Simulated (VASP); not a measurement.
Here is the system:

```
CELL_PARAMETERS angstrom
     -2.94521     2.94521     2.94521
      2.94521    -2.94521     2.94521
      2.94521     2.94521    -2.94521
ATOMIC_POSITIONS crystal
  Rb 0.00000 0.00000 0.00000
```

These are TPSS meta-GGA, VASP's PBE PAW potentials (set 64) (plane waves; VASP) values and carry that method's errors. Run with 520 eV cut-off, 9×9×9 Γ-centred mesh, first-order Methfessel-Paxton smearing of 0.10 eV, potentials Rb_sv.

### Question
The job: Rb (bcc), 1 atom, TPSS, static run, 520 eV, 9×9×9 Γ-centred mesh. Roughly how much core time does it take on a busy server core?

### Answer
About 5 core-minutes (one run on a shared machine, a rough figure). It had 35 irreducible k-points, 8 bands, up to 2771 plane waves and 75 electronic steps.

The compound is Rb in the bcc structure. This cell is one point of a volume scan, at 1.06 of the reference volume.
